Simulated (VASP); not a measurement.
Here is the system:

```xyz
2
Lattice="2.6882 0.0000 0.0000 0.0000 2.6882 0.0000 0.0000 0.0000 3.7410" Properties=species:S:1:pos:R:3 pbc="T T T"
Fe     0.0000     0.0000     0.0000
Pt     1.3441     1.3441     1.8705
```
Starting moments (μB, in the order of the record's atoms Fe Pt): 2.9 0.3.

Computed with PBE GGA with D3 dispersion (zero damping), VASP's PBE PAW potentials (set 64) (plane waves; VASP). Settings: 520 eV cut-off, Gaussian smearing of 0.050 eV, potentials Fe Pt.

### Question
Give the spin-up energies of bands 1 to 13 at the high-symmetry points, in eV from the Fermi level.

### Answer

```
band      Γ      X      M      Z      R      A
----  -----  -----  -----  -----  -----  -----
1     -9.73  -6.26  -7.07  -7.94  -6.67  -6.28
2     -6.49  -4.96  -5.84  -5.91  -6.63  -4.93
3     -6.33  -4.56  -5.84  -5.82  -3.75  -4.93
4     -3.42  -4.30  -5.82  -3.59  -3.68  -4.17
5     -3.42  -3.48  -1.30  -2.93  -3.43  -3.49
6     -2.96  -3.42  -0.91  -2.65  -3.08  -3.49
7     -2.00  -2.69  -0.45  -2.24  -1.10  -2.29
8     -1.95  -2.46  -0.44  -2.24  -0.82  -1.80
9     -0.44  -2.07  -0.44  -2.11  -0.58  -0.91
10    -0.32  -1.58   0.74  -2.11  -0.50   0.74
11    -0.32   0.32   1.78  -1.75  -0.47   7.02
12     2.07   2.27   1.78  -0.74  -0.32   7.02
13     9.70  10.44   8.04  15.62   4.97   7.98
```

### Question
Give the spin-down energies of bands 1 to 13 at the high-symmetry points, in eV from the Fermi level.

### Answer

| band | Γ | X | M | Z | R | A |
|---|---|---|---|---|---|---|
| 1 | -9.61 | -6.14 | -6.69 | -7.88 | -6.30 | -6.12 |
| 2 | -5.98 | -4.76 | -5.12 | -5.68 | -6.17 | -4.75 |
| 3 | -5.95 | -4.37 | -5.12 | -5.40 | -2.97 | -4.75 |
| 4 | -2.36 | -3.49 | -4.83 | -2.71 | -2.93 | -2.02 |
| 5 | -2.36 | -2.48 | 1.10 | -1.87 | -2.18 | -1.54 |
| 6 | -0.90 | -1.33 | 1.31 | -1.87 | -0.51 | -1.38 |
| 7 | -0.66 | -1.26 | 1.70 | -1.49 | -0.48 | -1.38 |
| 8 | 0.53 | -0.94 | 1.77 | -0.49 | -0.41 | 0.76 |
| 9 | 1.74 | 0.58 | 1.77 | 0.09 | 1.02 | 1.10 |
| 10 | 1.74 | 0.75 | 1.81 | 0.49 | 1.52 | 1.81 |
| 11 | 1.76 | 2.59 | 1.90 | 0.49 | 1.65 | 7.72 |
| 12 | 2.24 | 2.69 | 1.90 | 1.53 | 1.67 | 7.72 |
| 13 | 10.53 | 11.20 | 8.84 | 16.04 | 5.89 | 9.02 |

It has no gap at this level: it comes out as a metal or semimetal.

The compound is FePt in the L1_0 structure. It was relaxed first.
